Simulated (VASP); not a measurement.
Output of a VASP run:

File OSZICAR:
```
       N       E                     dE             d eps       ncg     rms          rms(c)
DAV:   1     0.432748427779E+02    0.43275E+02   -0.56064E+03  2232   0.107E+03
DAV:   2    -0.258428259764E+01   -0.45859E+02   -0.43474E+02  2256   0.204E+02
DAV:   3    -0.296004756245E+01   -0.37576E+00   -0.37537E+00  2545   0.225E+01
DAV:   4    -0.296084667383E+01   -0.79911E-03   -0.79908E-03  2427   0.976E-01
DAV:   5    -0.296085206144E+01   -0.53876E-05   -0.53888E-05  2400   0.735E-02    0.530E+00
DAV:   6    -0.271211200751E+01    0.24874E+00   -0.11673E+00  2199   0.118E+01    0.343E+00
DAV:   7    -0.270359896065E+01    0.85130E-02   -0.10968E-02  2301   0.116E+00    0.192E+00
DAV:   8    -0.270056175300E+01    0.30372E-02   -0.68979E-04  2262   0.247E-01    0.713E-02
DAV:   9    -0.270057020717E+01   -0.84542E-05   -0.91111E-06  2520   0.312E-02    0.143E-02
DAV:  10    -0.270057619783E+01   -0.59907E-05   -0.37929E-06  2351   0.242E-02    0.419E-03
DAV:  11    -0.270057587644E+01    0.32138E-06   -0.97298E-08  1126   0.347E-03
   1 F= -.21709679E+01 E0= -.21708513E+01  d E =-.217097E+01
```

**OUTCAR**
```
------------------------ aborting loop because EDIFF is reached ----------------------------------------
  FORCE on cell =-STRESS in cart. coord.  units (eV):
  Direction    XX          YY          ZZ          XY          YZ          ZX
  --------------------------------------------------------------------------------------
  Total        0.5329020      0.5329020      0.5329020      0.0000000      0.0000000     -0.0000000
  in kB       50.3109914     50.3109914     50.3109914      0.0000000      0.0000000     -0.0000000
  external PRESSURE =       0.3109914 kB  Pullay stress =      50.0000000 kB
  volume of cell :       16.97
      direct lattice vectors                 reciprocal lattice vectors
     0.000000000  2.039647079  2.039647079    -0.245140449  0.245140449  0.245140449
     2.039647079  0.000000000  2.039647079     0.245140449 -0.245140449  0.245140449
     2.039647079  2.039647079  0.000000000     0.245140449  0.245140449 -0.245140449
 POSITION                                       TOTAL-FORCE (eV/Angst)
 -----------------------------------------------------------------------------------
      0.00000      0.00000      0.00000         0.000000      0.000000      0.000000
 -----------------------------------------------------------------------------------
    total drift:                                0.000000     -0.000000     -0.000000
  FREE ENERGIE OF THE ION-ELECTRON SYSTEM (eV)
  ---------------------------------------------------
  free  energy   TOTEN  =        -2.7005758764 eV

  energy  without entropy=       -2.7002260942  energy(sigma->0) =       -2.70045928
  enthalpy is  TOTEN    =        -2.1709679204 eV   P V=        0.5296079561

 reached required accuracy - stopping structural energy minimisation
```
(Selected blocks of OUTCAR.)

### POSCAR
```
Ag
1
    0.0000000000     2.0396470787     2.0396470787
    2.0396470787     0.0000000000     2.0396470787
    2.0396470787     2.0396470787     0.0000000000
Ag
1
Direct
  0.0000000000   0.0000000000   0.0000000000
```

Write an INCAR and KPOINTS that could have produced this output.

This is not unique; one that fits is the input of the run itself, PBE GGA, plane waves, VASP's PBE PAW potentials (set 64).

### KPOINTS
```
kpoints
0
Gamma
 15 15 15
0 0 0
```

**INCAR**
```
! general
SYSTEM  = Ag
PREC    = Accurate
ENCUT   = 500
LREAL   = .False.
LASPH   = .True.

! electronic loop
EDIFF   = 1E-6
NELM    = 100
ALGO    = Normal   ! blocked Davidson
LMAXMIX = 4

! smearing
ISMEAR  = 1   ! Methfessel-Paxton
SIGMA   = 0.1   ! width (eV)

! functional
GGA     = PE   ! PBE

! ions
IBRION  = 2   ! conjugate gradients
NSW     = 40   ! most ionic steps
ISIF    = 3   ! ions, shape and volume
EDIFFG  = -0.02   ! ionic stop
PSTRESS = 50   ! kbar

! output
LWAVE   = .False.
LCHARG  = .False.
```

POTCAR, in this order: Ag (PBE.64 set). Program: vasp_std.

The compound is Ag in the fcc structure. It was relaxed first under an external pressure of 5 GPa.
